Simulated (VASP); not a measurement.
An input for Ansatz (written as the equivalent of a VASP run, and not itself run):

Ansatz 0.2 input:
```yaml
crystal:
  lattice:
    - [2.9013616, 0.0000000, 0.0000000]
    - [0.0000000, 2.9013616, 0.0000000]
    - [0.0000000, 0.0000000, 2.9013616]
  atoms:
    - { symbol: Ag, position: [0.0000000, 0.0000000, 0.0000000] }
    - { symbol: B, position: [0.5000000, 0.5000000, 0.5000000] }
kpoints:
  mp_grid: { grid: [12, 12, 12] }
hamiltonian:
  xc: r2scan
  pseudopotentials: { kind: paw }
scf:
  occupations: { method: methfessel_paxton, width: 0.1 }
  max_iter: 100
relax:
  max_steps: 40
  f_tol: 0.01
  cell: { p_target: 2 }
output: { forces: true, stress: true, eigenvalues: true }
```

Question: Translate this input to VASP (INCAR, KPOINTS, POSCAR, choice of POTCAR).

Answer: This is not unique; one that fits is 
**INCAR**
```
! general
SYSTEM   =  AgB
PREC     =  Accurate
ENCUT    =  600
LREAL    =  .False.
LASPH    =  .True.

! electronic loop
EDIFF    =  1E-7
NELM     =  100
ALGO     =  Normal
LMAXMIX  =  4
LMIXTAU  =  .True.

! smearing
ISMEAR   =  1
SIGMA    =  0.1

! functional
METAGGA  =  R2SCAN

! ions
IBRION   =  2
NSW      =  40
ISIF     =  3
EDIFFG   =  -0.01
PSTRESS  =  20

! output
LWAVE    =  .False.
LCHARG   =  .False.
```

POSCAR:
```
AgB
1
    2.9013615920     0.0000000000     0.0000000000
    0.0000000000     2.9013615920     0.0000000000
    0.0000000000     0.0000000000     2.9013615920
Ag B
1 1
Direct
  0.0000000000   0.0000000000   0.0000000000
  0.5000000000   0.5000000000   0.5000000000
```

**KPOINTS**
```
kpoints
0
G
 12 12 12
0 0 0
```

POTCAR, in this order: Ag B (PBE.64 set). Program: vasp_std.

Limits of the translation: each code has its own PAW files, so the cut-off isn't converted (ENCUT is set for VASP's; basis.ecutwfc is left out, and Ansatz then takes the one that its files recommend); Ansatz stops its SCF on the density residual and VASP on the energy change (EDIFF).

The structure was generated: AgB was put into the CsCl type (Pm-3m), which need not be its known phase. This run relaxes it under an external pressure of 2 GPa. Symmetry was kept, so distortions that lower it aren't found.
